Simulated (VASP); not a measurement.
# Lattice of GaSb, functional by functional, part 3 of 3

How much does the relaxed cell of GaSb depend on the functional? The starting structure is a cell with measured lattice constants from the literature and the atomic positions of a computed structure of the Materials Project. The first relaxation on each setting starts from this cell expanded by 3 % in volume.

VASP 6.6.1.

Results so far: PBEsol 28.60 Å³ an atom; LDA 27.71 Å³ an atom; PBE 30.07 Å³ an atom; PBEsol + D3(BJ) 27.58 Å³ an atom; r2SCAN 28.82 Å³ an atom; r2SCAN + rVV10 28.52 Å³ an atom; vdW-DF-cx 28.86 Å³ an atom.

**9. Relaxation with PBEsol + D4**

Level of this step: PBEsol with D4; plane waves and PAW (Sb, Ga_d) (VASP).

D4 lets the coefficients depend on atomic charges too. This run starts from the cell of an earlier relaxation, which isn't shown; the restart sets up the plane waves anew.

Contents of INCAR:

```
SYSTEM = GaSb
PREC = Accurate
ENCUT = 450
EDIFF = 1E-06
NELM = 100
ISMEAR = 0
SIGMA = 0.03
LREAL = .FALSE.
ALGO = Normal
GGA = PS
IVDW = 13
NBANDS = 15
LORBIT = 11
LWAVE = .FALSE.
LCHARG = .FALSE.
KPAR = 8
IBRION = 2
NSW = 50
ISIF = 3
EDIFFG = -0.006
```

Contents of POSCAR:

```
GaSb
1.0
    0.0000000000      3.0313340906      3.0313340906
    3.0313340906      0.0000000000      3.0313340906
    3.0313340906      3.0313340906      0.0000000000
Sb Ga
1 1
Direct
    0.2500000000      0.2500000000      0.2500000000
    0.0000000000      0.0000000000      0.0000000000
```

Contents of KPOINTS:

```
Automatic mesh
0
Gamma
6 6 6
0 0 0
```

The projector-augmented-wave data sets are Sb and Ga_d (PBE family, release 64).

On the command line:

```bash
mpirun -np 8 vasp_std
```

What it wrote:

```text
[... set-up lines as in an earlier step ...]
 entering main loop
       N       E                     dE             d eps       ncg     rms          rms(c)
DAV:   1     0.748101912030E+02    0.74810E+02   -0.81161E+03   488   0.135E+03
DAV:   2    -0.289456092939E+01   -0.77705E+02   -0.74939E+02   529   0.283E+02
DAV:   3    -0.813041826990E+01   -0.52359E+01   -0.52221E+01   557   0.621E+01
DAV:   4    -0.822266348230E+01   -0.92245E-01   -0.92231E-01   615   0.931E+00
[...]
DAV:  10    -0.811494695447E+01    0.95764E-05   -0.20883E-05   644   0.396E-02    0.122E-02
DAV:  11    -0.811495662312E+01   -0.96687E-05   -0.13151E-05   515   0.268E-02    0.453E-03
DAV:  12    -0.811495674033E+01   -0.11722E-06   -0.45630E-07   478   0.678E-03
   1 F= -.86181650E+01 E0= -.86181650E+01  d E =-.861816E+01
[...]
N       E                     dE             d eps       ncg     rms          rms(c)
DAV:   1    -0.811462583218E+01    0.33079E-03   -0.26884E-03   606   0.862E-01    0.834E-02
DAV:   2    -0.811445987108E+01    0.16596E-03   -0.30039E-04   606   0.329E-01    0.381E-02
DAV:   3    -0.811441988107E+01    0.39990E-04   -0.42832E-05   620   0.107E-01    0.875E-03
DAV:   4    -0.811441582012E+01    0.40609E-05   -0.47901E-06   529   0.286E-02    0.289E-03
DAV:   5    -0.811441555375E+01    0.26637E-06   -0.27525E-07   282   0.661E-03
   2 F= -.86181691E+01 E0= -.86181691E+01  d E =-.410714E-05
 trial-energy change:   -0.000004  1 .order    0.000002   -0.000019    0.000022
 step:   0.6517(harm=  0.4576)  dis= 0.00000  next Energy=    -8.618173 (dE=-0.773E-05)
[...]
N       E                     dE             d eps       ncg     rms          rms(c)
DAV:   1    -0.811463328810E+01   -0.21747E-03   -0.32113E-04   606   0.297E-01    0.290E-02
DAV:   2    -0.811461312121E+01    0.20167E-04   -0.36143E-05   599   0.114E-01    0.133E-02
DAV:   3    -0.811460791790E+01    0.52033E-05   -0.51928E-06   557   0.374E-02    0.304E-03
DAV:   4    -0.811460725954E+01    0.65835E-06   -0.53205E-07   275   0.100E-02
   3 F= -.86181708E+01 E0= -.86181708E+01  d E =-.579617E-05
[...]
reached required accuracy - stopping structural energy minimisation
```

It took 9.6 s on 8 MPI ranks of AMD EPYC 7R43, shared host; peak memory 1.2 GiB.

OUTCAR, selected parts (step 9):

```text
  Edisp (eV):   -0.50356

  Total      -0.00941    -0.00941    -0.00941    -0.00000     0.00000    -0.00000
  in kB      -0.27079    -0.27079    -0.27079    -0.00000     0.00000    -0.00000
  external pressure =       -0.27 kB  Pullay stress =        0.00 kB

 POSITION                                       TOTAL-FORCE (eV/Angst)
 -----------------------------------------------------------------------------------
      1.51528      1.51528      1.51528         0.000000      0.000000      0.000000
      0.00000      0.00000      0.00000        -0.000000     -0.000000     -0.000000
 -----------------------------------------------------------------------------------
    total drift:                               -0.000000     -0.000000      0.000000

  FREE ENERGIE OF THE ION-ELECTRON SYSTEM (eV)
  ---------------------------------------------------
  free  energy   TOTEN  =        -8.6181707660 eV

  energy  without entropy=       -8.6181707515  energy(sigma->0) =       -8.61817076

[... 2 parts as in an earlier step ...]

[... 2 further parts left out ...]
[key lines of the parts left out:]
E-fermi :   5.1263
```

With PBEsol + D4 the relaxed cell holds 27.834 Å³ an atom, -1.69 % against the measured cell, with a = 6.061 Å. That is -2.70 % from PBEsol. Pressures at 0.985 and 1.015 times this volume, from two more relaxations that aren't shown, give a bulk modulus of 55.9 GPa.

**10. Comparison**

| level | volume (Å³/atom) | against the measured cell (%) | a (Å) | bulk modulus (GPa) | pressure left (GPa) | core minutes |
| --- | --- | --- | --- | --- | --- | --- |
| PBEsol | 28.605 | 1.04 | 6.1166 | 46.0 | -0.01 | 1.49 |
| LDA | 27.713 | -2.11 | 6.0524 | 51.6 | -0.03 | 1.47 |
| PBE | 30.065 | 6.2 | 6.219 | 44.5 | -0.02 | 2.21 |
| PBEsol + D3(BJ) | 27.578 | -2.59 | 6.0425 | 57.4 | -0.03 | 1.73 |
| r2SCAN | 28.822 | 1.8 | 6.132 | 54.8 | 0.03 | 4.53 |
| r2SCAN + rVV10 | 28.516 | 0.72 | 6.1102 | 56.7 | -0.02 | 22.5 |
| vdW-DF-cx | 28.859 | 1.93 | 6.1346 | 47.5 | 0.02 | 24.9 |
| PBEsol + D4 | 27.834 | -1.69 | 6.0611 | 55.9 | -0.03 | 2.8 |

Core minutes are wall time times ranks, summed over the relaxations behind a row (those for a bulk modulus apart), on shared hosts.

**11. What came out**

| Property | Result |
| --- | --- |
| volume, PBEsol | 28.60 Å³/atom |
| volume, LDA | 27.71 Å³/atom |
| volume, PBE | 30.07 Å³/atom |
| volume, PBEsol + D3(BJ) | 27.58 Å³/atom |
| volume, r2SCAN | 28.82 Å³/atom |
| volume, r2SCAN + rVV10 | 28.52 Å³/atom |
| volume, vdW-DF-cx | 28.86 Å³/atom |
| volume, PBEsol + D4 | 27.83 Å³/atom |

What this shows: Across 8 levels the volume of GaSb spans 9.0 %, from 27.58 Å³ an atom (PBEsol + D3(BJ)) to 30.07 Å³ (PBE). Against the measured volume of the starting structure, r2SCAN + rVV10 comes nearest (+0.7 %) and PBE lies farthest (+6.2 %). The measured cell holds zero-point expansion and, unless it was taken cold, thermal expansion, which the runs lack, so small differences decide nothing. Adding D3(BJ) to PBEsol changes the volume by -3.6 %. Adding rVV10 to r2SCAN changes the volume by -1.1 %. Adding D4 to PBEsol changes the volume by -2.7 %. The bulk modulus goes from 44.5 GPa (PBE) to 57.4 GPa (PBEsol + D3(BJ)). LASPH is on in some of these runs and off in others, which adds a little to the differences. All runs keep the symmetry of the start, so they can't find a distortion of lower symmetry. Further runs on this material are not shown.

[Lines on the potential files, build, host, timing and source positions are cut from VASP's logs without a mark.]

[Logs are printed without paths, hosts, clocks, repeated set-up lines and the standing remarks that a program may print on its own settings, such as how far it seeks lower states.]

[Hosts, paths, dates, database ids (printed as entryN), source tags and the programs' standing remarks are cut or masked in the printed files.]
